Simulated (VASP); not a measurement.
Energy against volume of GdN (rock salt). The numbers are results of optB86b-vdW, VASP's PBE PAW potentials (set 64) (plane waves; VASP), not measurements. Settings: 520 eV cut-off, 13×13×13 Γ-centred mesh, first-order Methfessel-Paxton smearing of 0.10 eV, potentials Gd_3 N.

The 4f electrons are frozen in the core of the lanthanide potential, so 4f levels, which can set the real gap, and their magnetism are missing.

```
V (Å³/atom)  E (eV/atom)
-----------  -----------
14.273          -6.30928
14.729          -6.33320
15.184          -6.34064
15.640          -6.33403
```

Q: Fit these four points and predict the energy of the run at 16.095 Å³/atom.

A: A cubic in V^(−2/3), the third-order Birch-Murnaghan form, passes through the four points with V0 = 15.19 Å³/atom and B0 = 164 GPa, and gives -6.3154 eV/atom there. The run gave -6.3154 eV/atom, +0.0 meV/atom from the fit; all five points give B0 = 164 GPa.

The compound is GdN in the rock salt structure. It was relaxed first.
